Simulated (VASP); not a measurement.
An input for Ansatz (written as the equivalent of a VASP run, and not itself run):

Ansatz 0.2 input:
```yaml
crystal:
  lattice:
    - [-1.6434641, 1.6184184, 2.5207582]
    - [1.5933727, -1.6184184, 2.4883898]
    - [1.6434641, 1.6184184, -2.5207582]
  atoms:
    - { symbol: In, position: [0.0000000, 1.0000000, 1.0000000] }
kpoints:
  mp_grid: { grid: [14, 14, 14] }
hamiltonian:
  xc: r2scan
  pseudopotentials: { kind: paw }
scf:
  occupations: { method: methfessel_paxton, width: 0.1 }
  max_iter: 100
output: { forces: true, stress: true, eigenvalues: true }
```

Question: Translate this input to VASP (INCAR, KPOINTS, POSCAR, choice of POTCAR).

Answer: This is not unique; one that fits is 
KPOINTS:
```
Automatic
0
gamma
14 14 14
```

**INCAR**
```
! general
SYSTEM  = In
PREC    = Accurate
ENCUT   = 480
LREAL   = .FALSE.   ! projection in real space or not
LASPH   = .TRUE.   ! aspherical one-centre terms

! electronic loop
EDIFF   = 1E-7   ! SCF stop (eV)
NELM    = 100   ! most electronic steps
ALGO    = Normal
LMAXMIX = 4
LMIXTAU = .TRUE.

! smearing
ISMEAR  = 1
SIGMA   = 0.1

! functional
METAGGA = R2SCAN

! ions
ISIF    = 2

! output
LWAVE   = .FALSE.
LCHARG  = .FALSE.
```

**POSCAR**
```
In
1
   -1.6434641298     1.6184183900     2.5207581683
    1.5933726501    -1.6184183900     2.4883898005
    1.6434641298     1.6184183900    -2.5207581683
In
1
Direct
  0.0000000000   1.0000000000   1.0000000000
```

POTCAR, in this order: In_d (PBE.64 set). Program: vasp_std.

Limits of the translation: each code has its own PAW files, so the cut-off isn't converted (ENCUT is set for VASP's; basis.ecutwfc is left out, and Ansatz then takes the one that its files recommend); Ansatz stops its SCF on the density residual and VASP on the energy change (EDIFF).

The compound is In in the bct structure. This cell was strained or had an atom moved on purpose.
